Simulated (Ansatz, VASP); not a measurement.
# Al2SnSeS3 (1T-SnS2 under Al2SSe, AA): VASP beside Ansatz

Aim: how closely do two programs agree when they are given the same cell, functional and k mesh? Of the first pair: The structure shown is the start of the Ansatz relaxation below; VASP solves that cell, so the two are compared at the walk's first step.

Program: Ansatz 0.2.0. Level of theory: plane waves, with VASP 6.6.1 beside it; single point at PBE with D3(BJ). Results are calculated unless marked as measured.

**1. The starting structure**

The cell holds 7 atoms: 3 S, 1 Sn, 1 Se and 2 Al. Cell: a = 3.695 Å, b = 3.695 Å, c = 49.616 Å, α = 90.0°, β = 90.0°, γ = 120.0°. Vacuum lies along c.

**2. Ansatz: relaxation, PBE with D3(BJ)**

Ansatz runs on its default PAW (the set named soft_2) files.

The two programs are compared at the cell with which this relaxation starts, whose forces are those of its first step.

input.yaml reads:

```yaml
crystal:
  lattice:
    - [3.6947, 0.0, 0.0]
    - [-1.84735, 3.1997040594, 0.0]
    - [0.0, 0.0, 49.6160418641]
  atoms:
    - { symbol: S, position: [0.6666666667, 0.3333333333, 0.4061186512] }
    - { symbol: Sn, position: [0.0, 0.0, 0.424410788] }
    - { symbol: S, position: [0.3333333333, 0.6666666667, 0.4427029247] }
    - { symbol: Se, position: [0.3333333333, 0.6666666667, 0.5041749786] }
    - { symbol: Al, position: [0.0, 0.0, 0.5281614931] }
    - { symbol: Al, position: [0.0, 0.0, 0.5769360408] }
    - { symbol: S, position: [0.3333333333, 0.6666666667, 0.5938813488] }
  periodic: [true, true, false]
kpoints:
  mp_grid: { grid: [12, 12, 1] }
hamiltonian:
  xc: pbe
  dispersion: d3bj
scf:
  occupations: { method: fermi_dirac, width: 0.05 }
  convergence: { dr2_threshold: 1.0e-09 }
relax:
  f_tol: 0.004
  max_steps: 90
  cell: {}
output:
  write_potential: true
  write_density: true
  volumetric_format: npy
```

The run is started by

```console
$ ansatz run input.yaml --threads 4 --pin off --max-ram 6144MiB --backend cpu --events-out ev --progress --plain --runs-dir out
```

Numbers of over 12 decimals in the logs are rounded to 6 here.

Log:

```text
Warning: relax.cell: scf.convergence.dr2_threshold = 1e-9 eV is looser than the 1.87612497152e-10 eV advised for a relaxation that steers and ends on the stress (1e-10 eV for each atom of the cell: 7, times the square of relax.cell.stress_2d_tol = 0.05 N/m over 19.3 Å (the atoms' height at the walk's start and 5 Å past either face), 2.589e-2 GPa, over a crystal's default 0.05). What an SCF threshold leaves in a stress goes as its square root, and in the free energy as the threshold itself, and one threshold admits the most on a small cell: [figures from the program's tests cut] Set scf.convergence.dr2_threshold to 1.87612497152e-10 eV or tighter. [rest of the remark cut]
Engine: ansatz 0.2.0, aarch64-unknown-linux-gnu
Pseudopotentials: kind: paw
Pseudopotential: S, paw, valence charge 6, recommended cutoff 420 eV (normal), S.paw.azcp
Pseudopotential: Sn, paw, valence charge 14, recommended cutoff 420 eV (normal), Sn.paw.azcp
Pseudopotential: Se, paw, valence charge 16, recommended cutoff 420 eV (normal), Se.paw.azcp
Pseudopotential: Al, paw, valence charge 3, recommended cutoff 420 eV (normal), Al.paw.azcp
Functional definition: PBE
  parameter kappa = 0.804
  parameter beta = 0.066725
  exchange = pbe_x(kappa = kappa, mu = beta*pi^2/3)
  correlation = pbe_c(beta = beta)
Crystal: 7 atoms, lattice volume = 586.558 Å³
Basis set: ecut = 420 eV, 11517 PW (Γ), exchange–correlation on 50×50×720 points (8 copies of the dense FFT grid, shifted against one another)
Bands: 34, of which v1, the nominal top of the filled ones, is band 27 counted from 1 (26 counted from 0)
Symmetry: 6 space group operations
Space group: P3m1 (ITA 156), of the structure as read, at distance tolerance 8.4e-5 Å
k-points: 19 of 144 (time reversal used)
Non-local potential: S, projectors of the file, l = 0: 2, l = 1: 2, l = 2: 2
Non-local potential: Sn, projectors of the file, l = 0: 2, l = 1: 2, l = 2: 2, l = 3: 2
Non-local potential: Se, projectors of the file, l = 0: 2, l = 1: 2, l = 2: 3, l = 3: 1
Non-local potential: Al, projectors of the file, l = 0: 2, l = 1: 2, l = 2: 1
PAW form: soft (Blöchl's): semilocal exchange-correlation on the pseudo side does not see the compensation charge
PAW one-centre angular grid: S, 110 points (default); XC on 64 Gauss nodes
PAW one-centre angular grid: Sn, 590 points (default); XC on 64 Gauss nodes
PAW one-centre angular grid: Se, 590 points (default); XC on 64 Gauss nodes
PAW one-centre angular grid: Al, 110 points (default); XC on 64 Gauss nodes
Initial density: superposition of atomic densities (neutral atoms: chi_scale 0, normalization atom), corrected by the library's trained network
Initial wavefunctions: pseudopotential atomic-orbital guess
Functional: x = pbe(κ = 0.804, μ = 0.219515), c = pbe(β = 0.066725)
SCF iter   1: F=—  HF=-15276.519469 eV  |F-HF|=—  |Δ(HF+E_count)|=         —  Δρ=1.69e-3  dr2=5.62e-2  ethr=1.77e-3  ⟨swp⟩=20.7  Hψ=5696  notcnv=0  defer=3
preconditioner: auto → Resta (q_TF=auto, 1.833 Å⁻¹)  ε∞=1.8  [insulator: Δε(μ)=1.176 eV  Ē_g=9.723 eV  σ=0.050 eV  W_gap=1.00  n_scr=28 (ndim 8)  ℏωp=8.9 eV  f_vac=0.733  D(μ)=0.00/eV (n_scr^D=0)  ε∞_Penn≈1.8  vacuum switching on, ρ_ref=6.9e-3 e/Å³]
SCF iter   2: F=—  HF=-15276.508369 eV  |F-HF|=—  |Δ(HF+E_count)|=   1.11e-2  Δρ=9.86e-4  dr2=2.56e-2  ethr=1.04e-4  ⟨swp⟩=4.3  Hψ=1548  notcnv=0  defer=38
SCF iter   3: F=—  HF=-15276.505804 eV  |F-HF|=—  |Δ(HF+E_count)|=   2.56e-3  Δρ=4.74e-4  dr2=6.13e-3  ethr=4.74e-5  ⟨swp⟩=3.4  Hψ=1104  notcnv=0  defer=37
SCF iter   4: F=—  HF=-15276.505715 eV  |F-HF|=—  |Δ(HF+E_count)|=   8.83e-5  Δρ=2.57e-4  dr2=8.36e-4  ethr=1.14e-5  ⟨swp⟩=2.3  Hψ=1062  notcnv=0  defer=36
SCF iter   5: F=—  HF=-15276.505965 eV  |F-HF|=—  |Δ(HF+E_count)|=   2.50e-4  Δρ=1.08e-4  dr2=9.39e-5  ethr=1.55e-6  ⟨swp⟩=3.2  Hψ=1149  notcnv=0  defer=36
SCF iter   6: F=—  HF=-15276.506045 eV  |F-HF|=—  |Δ(HF+E_count)|=   8.00e-5  Δρ=5.04e-5  dr2=4.09e-5  ethr=1.74e-7  ⟨swp⟩=3.6  Hψ=1294  notcnv=0  defer=36
SCF iter   7: F=—  HF=-15276.506055 eV  |F-HF|=—  |Δ(HF+E_count)|=   9.77e-6  Δρ=1.38e-5  dr2=2.29e-6  ethr=7.57e-8  ⟨swp⟩=3.1  Hψ=1078  notcnv=0  defer=36
SCF iter   8: F=—  HF=-15276.506070 eV  |F-HF|=—  |Δ(HF+E_count)|=   1.52e-5  Δρ=5.35e-6  dr2=1.64e-7  ethr=4.25e-9  ⟨swp⟩=3.2  Hψ=1401  notcnv=0  defer=36
SCF iter   9: F=—  HF=-15276.506070 eV  |F-HF|=—  |Δ(HF+E_count)|=   3.30e-7  Δρ=1.94e-6  dr2=1.93e-8  ethr=3.04e-10  ⟨swp⟩=3.5  Hψ=1371  notcnv=0  defer=36
[...]
SCF iter   4: F=—  HF=-15280.453293 eV  |F-HF|=—  |Δ(HF+E_count)|=   5.06e-6  Δρ=5.09e-6  dr2=8.95e-7  ethr=1.96e-8  ⟨swp⟩=2.4  Hψ=885  notcnv=0
SCF iter   5: F=—  HF=-15280.453304 eV  |F-HF|=—  |Δ(HF+E_count)|=   1.19e-5  Δρ=3.26e-6  dr2=6.21e-8  ethr=1.66e-9  ⟨swp⟩=2.7  Hψ=1028  notcnv=0
SCF iter   6: F=—  HF=-15280.453304 eV  |F-HF|=—  |Δ(HF+E_count)|=  4.73e-11  Δρ=9.29e-7  dr2=1.05e-8  ethr=1.15e-10  ⟨swp⟩=2.9  Hψ=1221  notcnv=0
SCF iter   7: F=—  HF=-15280.453304 eV  |F-HF|=—  |Δ(HF+E_count)|=  2.82e-10  Δρ=4.04e-7  dr2=1.13e-9  ethr=1.95e-11  ⟨swp⟩=2.9  Hψ=1004  notcnv=0
SCF iter   8: F=-15280.453304 eV  HF=-15280.453304 eV  |F-HF|=4.44e-10  |Δ(HF+E_count)|=  7.06e-10  Δρ=2.42e-7  dr2=2.91e-10  ethr=1.85e-12  ⟨swp⟩=11.4  Hψ=4684  notcnv=0
SCF 12 converged in 8 iterations: F = -15280.453304 eV  dr2 = 2.91e-10
relax step  12: F+E_penalty+E_count = -15280.45330446 eV  Δ(F+E_penalty+E_count) = -2.869e-5 eV  max|allowed force component| = 1.891e-3 eV/Å  Δτ_max = 0.0023 Å  P = +0.000 N/m  Ω = 571.826 Å³  energy of the carried Pulay correction = +1.631e-5 eV  fix = [c, alpha, beta]  reactions: c +0.000 N/m  (8 SCF iters, accepted)
iter 1 solved again at ethr=3.91e-7 eV; its pass at ethr=3.10e-3 eV (dr2=2.11e-4 eV) is discarded
SCF iter   1: F=—  HF=-15280.453347 eV  |F-HF|=—  |Δ(HF+E_count)|=         —  Δρ=1.06e-6  dr2=5.32e-9  ethr=3.91e-7  ⟨swp⟩=5.5  Hψ=7692  notcnv=0
eigensolver tolerance schedule: the retry pair's looser diagonalisation over-reported the residual by 39648.15 of it (diagonalisation noise at an unbounded share of the residual, at the tolerance the schedule requests for it); recorded, not acted on — ethr = c·dr2/N_el stays at c = 1.0e-1
SCF iter   2: F=—  HF=-15280.453287 eV  |F-HF|=—  |Δ(HF+E_count)|=   5.93e-5  Δρ=6.57e-7  dr2=5.33e-9  ethr=9.86e-12  ⟨swp⟩=6.9  Hψ=2748  notcnv=0
SCF iter   3: F=-15280.453287 eV  HF=-15280.453287 eV  |F-HF|=2.76e-10  |Δ(HF+E_count)|=  8.11e-10  Δρ=4.02e-7  dr2=8.43e-10  ethr=1.85e-12  ⟨swp⟩=16.9  Hψ=5905  notcnv=0
SCF 13 converged in 3 iterations: F = -15280.453287 eV  dr2 = 8.43e-10
relax step  13: F+E_penalty+E_count = -15280.45328736 eV  Δ(F+E_penalty+E_count) = +1.710e-5 eV  max|allowed force component| = 1.887e-3 eV/Å  Δτ_max = 0.0000 Å  P = +0.000 N/m  Ω = 571.826 Å³  fix = [c, alpha, beta]  reactions: c +0.000 N/m  stress off target by 4.76e-4 N/m on what of the cell is left free  SCF on the basis re-selected at this cell (its energy is not comparable with the rows above)  (3 SCF iters)
basis re-selected at this cell: Δ(F+E_penalty+E_count) = +1.710e-5 eV, ΔP = +0.000 N/m vs the last step (what re-selecting the basis moved, of the pressure what is left beyond the Pulay correction that the steps carried, after the strain that the cell walked since its last selection, with what the two solves' SCF thresholds leave and, on support functions, any second-order correction that the steps lacked; it is no m [...]
WARN: The output density's exchange-correlation potential varies sharply where the density is thin. Do not read a vacuum level from v_tot or v_xc, or from such a field of the output density. On a cell that repeats whose density bears no net charge and no dipole along the vacuum's axis use v_es (v_loc + v_h of the components); under efield.dipole_correction with no amplitude use v_es + v_field, which holds any externa [...]
SCF converged after 3 iterations
Free energy (F): -15280.453287 eV
Harris-Foulkes:  -15280.453287 eV  (|F-HF|=2.76e-10)
Internal energy: -15280.453243 eV  (E = F + TS)
E sigma→0 (E₀):  -15280.453265 eV
Entropy (-TS):   -0.000045 eV (-0.006 meV/atom)
Fermi energy:    -5.551133 eV
--- Per-component energies (eV) ---
  E_band       = -1181.420274
  E_kinetic    = 671.610083
  E_local      = -189545.912486  (includes V_loc(G=0)·N_el)
  E_nonlocal   = -519.865190
  E_hartree    = 94446.083570
  E_xc         = -855.215155
  E_vxc        = -511.775537  (∫ρ·V_xc dr)
  E_paw        = -8789.287080  (= ΣΔE_a)
  E_vpaw       = -167.640878  (= ΣTr[D̂ρ^β])
  E_aug_tail   = -0.000586  (compensation charges beyond the density's cutoff)
  E_ewald      = 89313.859213
  E_disp       = -1.725610  (pairwise vdW)
  E_smearing   = -0.000045  (= −TS)
  E_closure    = -0.000000  (closes the sum)
  Σ components = -15280.453287   (vs F -15280.453287, Δ=0.00e0)
--- Forces (eV/Å), atoms counted from 1 ---
  atom   1  S      0.00000000    -0.00000000    -0.00094037
  atom   2  Sn    -0.00000000     0.00000000    -0.00011499
  atom   3  S      0.00000000     0.00000000     0.00063323
  atom   4  Se     0.00000000     0.00000000     0.00174220
  atom   5  Al     0.00000000    -0.00000000    -0.00188720
  atom   6  Al     0.00000000    -0.00000000     0.00064999
  atom   7  S      0.00000000     0.00000000    -0.00008232
  max |Σ_I F_I| component: 5.39e-7 eV/Å
--- 2D stress c σ (N/m, compression-positive) ---
        0.000476      -0.000000       0.000000
       -0.000000       0.000476       0.000000
        0.000000       0.000000       0.000000
  P = ½ c Tr σ = 0.0005 N/m
--- Band table (eV; the first three rows and the last of 19) ---
  k-point 0: bands = [... 23 lower, -6.8437, -6.3141, -6.3141, -6.1983, -4.2439, -2.8747, -2.8154, -1.9061, ... 3 higher]
  k-point 1: bands = [... 23 lower, -6.8446, -6.7798, -6.4244, -6.1061, -3.9568, -2.4785, -2.4429, -1.5348, ... 3 higher]
  k-point 2: bands = [... 23 lower, -7.4966, -6.7759, -6.6915, -6.0230, -3.7667, -2.1679, -2.0327, -1.7109, ... 3 higher]
  k-point 18: bands = [... 23 lower, -7.7776, -7.4611, -7.2265, -6.8554, -4.1344, -3.9392, -1.6835, -1.4671, ... 3 higher]
  the weakly bound empty levels are not read free of the cell's end (no_gap_told)
--- Relaxed structure (11 steps of the walk, 11 accepted, 2 SCFs on fresh bases) ---
  F+E_penalty+E_count = -15280.45328736 eV   max|allowed force component| = 1.887e-3 eV/Å   (the final SCF, on the basis selected at the relaxed cell)
  cell:  # Å, volume = 571.8258 Å³
    - [3.648006, 0, 0]
    - [-1.824003, 3.159266, 0]
    - [0, 0, 49.6160418641]
  atoms:
    - { symbol: S, position: [0.666667, 0.333333, 0.378721] }
    - { symbol: Sn, position: [-1.0284447860909702e-17, -1.3216940769962246e-17, 0.408745] }
    - { symbol: S, position: [0.333333, 0.666667, 0.438770] }
    - { symbol: Se, position: [0.333333, 0.666667, 0.513138] }
    - { symbol: Al, position: [1.466226032877966e-17, -1.3216940769962576e-17, 0.537594] }
    - { symbol: Al, position: [1.7645452071473595e-17, -1.3216940769962577e-17, 0.589370] }
    - { symbol: S, position: [0.333333, 0.666667, 0.610049] }
```

The column dr2 measures how far the density is from self-consistency, as an energy; F and HF (Harris–Foulkes) agree once it is small.

(Part 1 of 2 ends here.)

[Lines on the potential files, build, host, timing and source positions are cut from VASP's logs without a mark.]

[Logs are printed without paths, hosts, clocks, repeated set-up lines and the standing remarks that a program may print on its own settings, such as how far it seeks lower states.]

[Hosts, paths, dates, database ids (printed as entryN), source tags and the programs' standing remarks are cut or masked in the printed files.]
